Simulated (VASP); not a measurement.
Output of a VASP run:

File OSZICAR:
```
       N       E                     dE             d eps       ncg     rms          rms(c)
DAV:   1    -0.132011085107E+03   -0.13201E+03   -0.27888E-07  2543   0.759E-03    0.484E-03
DAV:   2    -0.132011091833E+03   -0.67255E-05   -0.13128E-05  3805   0.621E-02    0.361E-02
DAV:   3    -0.132011084433E+03    0.73998E-05   -0.96877E-06  3182   0.540E-02    0.254E-03
DAV:   4    -0.132011084985E+03   -0.55144E-06   -0.10843E-07  2253   0.483E-03
   1 F= -.13201108E+03 E0= -.13201170E+03  d E =0.184289E-02  mag=    24.0280
```

File OUTCAR:
```
------------------------ aborting loop because EDIFF is reached ----------------------------------------
  FORCE on cell =-STRESS in cart. coord.  units (eV):
  Direction    XX          YY          ZZ          XY          YZ          ZX
  --------------------------------------------------------------------------------------
  Total       -7.1602854     -7.1602848     -1.5330927     -0.0000000      0.0000000     -0.0000000
  in kB      -21.9603873    -21.9603857     -4.7019507     -0.0000000      0.0000000     -0.0000000
  external PRESSURE =     -16.2075746 kB  Pullay stress =       0.0000000 kB
  volume of cell :      522.40
      direct lattice vectors                 reciprocal lattice vectors
     4.931689696  0.000000000  0.000000000     0.202770260  0.117069468  0.000000000
    -2.465844848  4.270968397  0.000000000     0.000000000  0.234138937  0.000000000
     0.000000000  0.000000000 24.801549720     0.000000000  0.000000000  0.040320061
 POSITION                                       TOTAL-FORCE (eV/Angst)
 -----------------------------------------------------------------------------------
     -0.00000      2.84731      8.40899        -0.000000     -0.000000     -0.007532
      2.46585      1.42365     10.34109        -0.000000     -0.000000      0.014207
      0.00000      0.00000     12.40077        -0.000000     -0.000000      0.000000
     -0.00000      2.84731     14.46046        -0.000000     -0.000000     -0.014207
      2.46585      1.42365     16.39256        -0.000000     -0.000000      0.007532
      3.69193      0.71578      8.39957        -0.013353      0.007709      0.010668
      2.46584      2.83942      8.39957        -0.000000     -0.015419      0.010668
      1.23976      0.71578      8.39957         0.013353      0.007709      0.010668
     -1.23545      3.56060     10.39410        -0.003493      0.002017     -0.001250
      0.00000      1.42073     10.39410        -0.000000     -0.004033     -0.001250
      1.23545      3.56060     10.39410         0.003493      0.002017     -0.001250
      1.23292      2.13548     12.40077        -0.000000     -0.000000      0.000000
      2.46584      0.00000     12.40077        -0.000000     -0.000000      0.000000
     -1.23292      2.13548     12.40077        -0.000000     -0.000000      0.000000
      3.70129      0.71037     14.40745         0.003493     -0.002017      0.001250
      2.46584      2.85023     14.40745         0.000000      0.004033      0.001250
      1.23039      0.71037     14.40745        -0.003493     -0.002017      0.001250
     -1.22608      3.55519     16.40198         0.013353     -0.007709     -0.010668
      0.00000      1.43155     16.40198         0.000000      0.015419     -0.010668
      1.22609      3.55519     16.40198        -0.013353     -0.007709     -0.010668
 -----------------------------------------------------------------------------------
    total drift:                                0.000000      0.000000      0.000000
  FREE ENERGIE OF THE ION-ELECTRON SYSTEM (eV)
  ---------------------------------------------------
  free  energy   TOTEN  =      -132.0110849845 eV

  energy  without entropy=     -132.0129278739  energy(sigma->0) =     -132.01169928

 total charge

# of ion       s       p       d       tot
------------------------------------------
    1        0.490   0.431   6.115   7.037
    2        0.494   0.549   6.168   7.210
    3        0.502   0.549   6.156   7.207
    4        0.494   0.549   6.168   7.210
    5        0.490   0.431   6.115   7.037
    6        0.522   0.438   8.323   9.283
    7        0.522   0.438   8.323   9.283
    8        0.522   0.438   8.323   9.283
    9        0.527   0.563   8.344   9.434
   10        0.527   0.563   8.344   9.434
   11        0.527   0.563   8.344   9.434
   12        0.528   0.555   8.332   9.415
   13        0.528   0.555   8.332   9.415
   14        0.528   0.555   8.332   9.415
   15        0.527   0.563   8.344   9.434
   16        0.527   0.563   8.344   9.434
   17        0.527   0.563   8.344   9.434
   18        0.522   0.438   8.323   9.283
   19        0.522   0.438   8.323   9.283
   20        0.522   0.438   8.323   9.283
--------------------------------------------------
tot         10.353  10.177 155.718 176.248

 magnetization (x)
...
```
(Selected blocks of OUTCAR.)

File POSCAR:
```
Ni3Fe(111) slab
1
    4.9316896963     0.0000000000     0.0000000000
   -2.4658448481     4.2709683969     0.0000000000
    0.0000000000     0.0000000000    24.8015497202
Fe Ni
5 15
Direct
  0.3333330000   0.6666670000   0.3390509234
  0.6666670000   0.3333330000   0.4169532877
  0.0000000000   0.0000000000   0.5000000000
  0.3333330000   0.6666670000   0.5830467123
  0.6666670000   0.3333330000   0.6609490766
  0.8324084477   0.1675915523   0.3386711779
  0.8324084477   0.6648178955   0.3386711779
  0.3351821045   0.1675915523   0.3386711779
  0.1663251664   0.8336748336   0.4190905736
  0.1663251664   0.3326493328   0.4190905736
  0.6673506672   0.8336748336   0.4190905736
  0.5000000000   0.5000000000   0.5000000000
  0.5000000000   0.0000000000   0.5000000000
  0.0000000000   0.5000000000   0.5000000000
  0.8336748336   0.1663251664   0.5809094264
  0.8336748336   0.6673506672   0.5809094264
  0.3326493328   0.1663251664   0.5809094264
  0.1675915523   0.8324084477   0.6613288221
  0.1675915523   0.3351821045   0.6613288221
  0.6648178955   0.8324084477   0.6613288221
```

Question: Write an INCAR and KPOINTS that could have produced this output.

Answer: Several could match; the one computed here: the input of the run itself, PBEsol GGA, plane waves, VASP's PBE PAW potentials (set 64).

### INCAR
```
SYSTEM = Ni3Fe(111) slab
PREC = Normal; ENCUT = 400; LREAL = Auto
LASPH = .TRUE.
EDIFF = 1E-6; NELM = 100; NELMIN = 4
ALGO = Normal; LMAXMIX = 4
ISMEAR = 1; SIGMA = 0.1
GGA = PS
MAGMOM = 3.0 3.0 3.0 3.0 3.0 0.7 0.7 0.7 0.7 0.7 0.7 0.7 0.7 0.7 0.7 0.7 0.7 0.7 0.7 0.7
ISPIN = 2
LWAVE = .FALSE.; LCHARG = .FALSE.; LORBIT = 11
LVHAR = .TRUE.
DIPOL = 0.5 0.5 0.5
LDIPOL = .TRUE.; IDIPOL = 3
```

KPOINTS:
```
Automatic mesh
0
Gamma
7 7 1
0 0 0
```

POTCAR, in this order: Fe Ni (PBE.64 set). Program: vasp_std. Read from the step before: WAVECAR.

The cell is a thin slab with vacuum, built from Ni3Fe (L1_2): (111) face.
